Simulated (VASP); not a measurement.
Level of theory: PBEsol GGA, VASP's PBE PAW potentials (set 64) (plane waves; VASP 6.6.1).

Input for VASP

File KPOINTS:
```
K-points
0
Gamma
 16 16 16
0 0 0
```

### INCAR
```
GGA = PS   # PBEsol
ENCUT = 520   # plane-wave cut-off (eV)
LCHARG = .FALSE.
PREC = Accurate
NELM = 100
EDIFF = 1E-7   # SCF stop (eV)
ISMEAR = 1   # Methfessel-Paxton
ISIF = 2   # forces and stress, cell fixed
LREAL = .FALSE.
SYSTEM = Al
LWAVE = .FALSE.
LASPH = .TRUE.   # aspherical one-centre terms
SIGMA = 0.1
ALGO = Normal
```

POSCAR:
```
Al
1
    0.0000000000     2.0453200511     2.0453200511
    2.0453200511     0.0000000000     2.0453200511
    2.0453200511     2.0453200511     0.0000000000
Al
1
Direct
  0.0000000000   0.0000000000   0.0000000000
```

POTCAR, in this order: Al (PBE.64 set). Program: vasp_std.

**Question.** What will the output report for the number of irreducible k-points (NKPTS), largest plane-wave count, number of space-group operations, FFT grid (NGX, NGY, NGZ)?

**Answer.** 
```yaml
number of irreducible k-points (NKPTS): 145
largest_plane_wave_count: 477
number_of_space_group_operations: 48
FFT grid (NGX, NGY, NGZ): 24 × 24 × 24
```

The compound is Al in the fcc structure. This cell is one point of a volume scan, at 1.06 of the reference volume.
